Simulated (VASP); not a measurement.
Data:

```yaml
crystal:
  lattice:
    - [2.72374, 0.00000, 0.00000]
    - [0.00000, 2.72374, 0.00000]
    - [0.00000, 0.00000, 26.60250]
  atoms:
    - { symbol: Ir, position: [0.00000, 0.50000, 0.32210] }
    - { symbol: Ir, position: [0.50000, 0.00000, 0.39067] }
    - { symbol: Ir, position: [0.00000, 0.50000, 0.46352] }
    - { symbol: Ir, position: [0.50000, 0.00000, 0.53648] }
    - { symbol: Ir, position: [0.00000, 0.50000, 0.60933] }
    - { symbol: Ir, position: [0.50000, 0.00000, 0.67790] }
```

Method: r2SCAN meta-GGA, VASP's PBE PAW potentials (set 64) (plane waves; VASP). Run with PREC = Normal, 400 eV cut-off, 10×10×1 Γ-centred mesh, first-order Methfessel-Paxton smearing of 0.10 eV, potentials Ir.

Unless said otherwise, spin-orbit coupling is left out, though it shifts the bands of the heavy elements here.

Problem. Estimate the energy per atom (σ→0), band gap (on the k-mesh) with the smallest direct gap where there is one.

Solution. 
```json
{
 "band gap (on the k-mesh)": "none (metal, semimetal or under 0.01 eV)",
 "energy per atom (σ→0)": "-5007.4 kJ/mol-atom"
}
```

Only differences to runs with the same potentials and settings are physical.

The cell is a thin slab with vacuum, built from Ir (fcc): (100) face.
